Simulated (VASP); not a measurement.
Set up this calculation in VASP 6.6.1, as the native input.

```yaml
Task: relaxation of cell and atoms
Functional: r2SCAN
Potentials_or_basis: VASP PAW PBE potentials, release 64 (Rb_sv, Pd)
Cutoff: 600 eV
k_mesh: 7 × 7 × 7
Occupations: methfessel-paxton, width 0.1 eV
Spin: no spin polarisation
Further_INCAR_settings: ALGO = Normal; EDIFF = 1e-06; IBRION = 2; EDIFFG = -0.01; NSW = 60; ISIF = 3
```

The structure of RbPd lies in POSCAR:

```
RbPd
1.0
    0.0000000000      3.1148990200      3.1148990200
    3.1148990200      0.0000000000      3.1148990200
    3.1148990200      3.1148990200      0.0000000000
Rb Pd
1 1
Direct
    0.5000000000      0.5000000000      0.5000000000
    0.0000000000      0.0000000000      0.0000000000
```

The cell was built by a generator and needn't be a form met in nature.

The input as run:

INCAR

```
PREC = Accurate
ENCUT = 600
EDIFF = 1E-6
ISMEAR = 1
SIGMA = 0.1
LREAL = False
LASPH = True
NELM = 100
ALGO = Normal
ISIF = 3
LWAVE = False
LCHARG = False
METAGGA = R2SCAN
LMIXTAU = True
IBRION = 2
NSW = 60
EDIFFG = -0.01
```

KPOINTS

```
Automatic mesh
0
Gamma
  7 7 7
```

Potentials or basis: VASP PAW PBE potentials, release 64 (Rb_sv, Pd).

Launch:

```bash
$ cat potpaw_PBE.64/Rb_sv/POTCAR potpaw_PBE.64/Pd/POTCAR > POTCAR
$ mpirun -np 1 vasp_std > vasp.out
```

It gave:

| Quantity | Value |
| --- | --- |
| Relaxed volume | 34.70 Å³/atom |
| Relaxed cell | a = 4.613 Å, b = 4.613 Å, c = 4.613 Å, α = 60.00°, β = 60.00°, γ = 60.00° |
| Space group after relaxing (to 0.05 Å) | Fm-3m (No. 225) |
| Energy gained by relaxing | 33.2 meV/atom |
| Ionic steps | 4 |
| Pressure after relaxing | 0.0 GPa |
| Band gap on the k mesh | none (metal or under the smearing width) |

Caveat: the PAW data sets were made with another functional, which shifts forces and pressure a little.

It took 2.6 min on 1 thread of Intel(R) Xeon(R) 6975P-C (Granite Rapids) (shared host), peak memory 0.24 GiB.
